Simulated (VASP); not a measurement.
Data:

```
Cd2SeTe
1.0
    4.45550     0.00000     0.00000
    0.00000     4.45550     0.00000
    0.00000     0.00000     6.25540
Cd Te Se
2 1 1
Direct
  0.50000   0.00000   0.76752
  0.00000   0.50000   0.23248
  0.00000   0.00000   0.50000
  0.50000   0.50000   0.00000
```

These are PBEsol GGA with spin-orbit coupling, VASP's PBE PAW potentials (set 64) (plane waves; VASP) values and carry that method's errors. Settings: 400 eV cut-off, 5×5×3 Γ-centred mesh, Gaussian smearing of 0.050 eV, potentials Cd Te Se.

Q: What does the run give for the energy per atom (σ→0), band gap (over mesh and band path) with the smallest direct gap where there is one?

A: 
```
Quantity                                               Result
---------------------------------------------  --------------
band gap (over mesh and band path)                    0.19 eV
smallest direct gap (over mesh and band path)         0.19 eV
energy per atom (σ→0)                          -2.943 eV/atom
```

The structure comes from a computed database's Cd2TeSe entry (P-4m2); how it stands against other phases isn't given here. It was relaxed first.
